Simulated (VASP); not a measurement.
**GaN: band gap against strain**

GaN (zinc blende, F-43m, 11.120 Å³/atom and stress up to 0.18 GPa in the relaxed cell, cube axes along x, y and z) under an equal strain ε along all three axes. LDA in VASP (plane waves, PAW), 600 eV, 12×12×12 Γ-centred mesh, Gaussian smearing 0.05 eV; ions are relaxed, or left where forces stay under 0.02 eV/Å, within the symmetry of each cell. Gaps are the smallest on the run's k-mesh, which can miss an edge that lies off it, without spin-orbit coupling; in all rows the valence edge lies at Γ and the conduction edge at Γ.

Here s stands for strain and Eg for gap.

| strain (%) | gap (eV) |
|---|---|
| -3.00 | ? |
| -1.50 | 2.229 |
| -1.00 | 2.130 |
| -0.50 | 2.032 |
| 0.00 | 1.934 |
| 0.50 | 1.837 |
| 1.00 | 1.741 |
| 1.50 | 1.644 |

Fit Eg of the 7 rows that show it with a straight line. Means: s 0, Eg 1.9353. About the means, the sum of products is -1.3640 and the sum of squares of s is 7.0000; the slope is their ratio. Least squares gives Eg = 1.9353 - 0.19486·s. Residuals (row less fit): 0.0014, -0.0002, -0.0007, -0.0013, -0.0009, 0.0006, 0.0010; standard error 0.0011 (degrees of freedom: 5). Over these rows the gap moves by -19.49 ± 0.04 eV per unit strain, or -6.5 eV per unit of ln V.

Task: What does the fit predict for Eg at s = -3.00, and how far is the calculated value from it?

Result: Eg = 1.9353 - 0.19486 × (-3.0) = 2.5199 eV. The calculation gives 2.526 eV, 0.0061 eV above the prediction (0.7 % of the range of Eg in the table). The row lies outside the fitted rows, so this is an extrapolation. From the scatter of the fitted rows alone, a prediction at this place has a standard error of 0.0017 eV, so the miss is 3.6 times that.

A polynomial of degree 2 through the 12 other runs of the series gives 2.527 there, so most of the miss is curvature that the fit leaves out. Other structures, which can take over under pressure, weren't tried. GaN is here a metastable form; wurtzite is the usual one. Rows are the converged runs of the series near zero and its far end; series whose fitted rows scatter by over a few per cent of the range, as at a crossing or softening among them, aren't shown in this form, nor equations of state whose B0' disagrees with the runs' pressures. Most that stay on the fit to the last digits aren't either.
